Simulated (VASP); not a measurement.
Here is the system:

```
CELL_PARAMETERS angstrom
      0.00000     3.00881     3.00881
      3.00881     0.00000     3.00881
      3.00881     3.00881     0.00000
ATOMIC_POSITIONS crystal
  Tl 0.00000 0.00000 0.00000
  F  0.25000 0.25000 0.25000
```

Calculation: r2SCAN meta-GGA, VASP's PBE PAW potentials (set 64) (plane waves; VASP). Settings: 520 eV cut-off, 9×9×9 Γ-centred mesh, tetrahedra with Blöchl corrections, potentials Tl_d F.

Unless said otherwise, spin-orbit coupling is left out, though it shifts the bands of the heavy elements here.

### Question
Give the energies of bands 7 to 13 at the high-symmetry points, in eV from the valence-band maximum.

### Answer

| band | Γ | X | U | L | W |
|---|---|---|---|---|---|
| 7 | -3.94 | -4.49 | -4.47 | -4.57 | -4.46 |
| 8 | -2.36 | -2.82 | -2.98 | -2.54 | -2.90 |
| 9 | -2.36 | -2.82 | -2.73 | -2.54 | -2.89 |
| 10 | -2.36 | 0.00 | -0.08 | -0.90 | -0.01 |
| 11 | 8.14 | 3.30 | 4.01 | 3.48 | 4.36 |
| 12 | 8.14 | 7.20 | 5.44 | 7.96 | 5.47 |
| 13 | 8.14 | 7.20 | 7.43 | 7.96 | 6.25 |

The gap is direct, 3.30 eV, from the valence maximum at X to the conduction minimum at X.

The structure was generated: TlF was put into the zinc blende type (F-43m), which need not be its known phase. It was relaxed first, which changed the volume by +115 %.
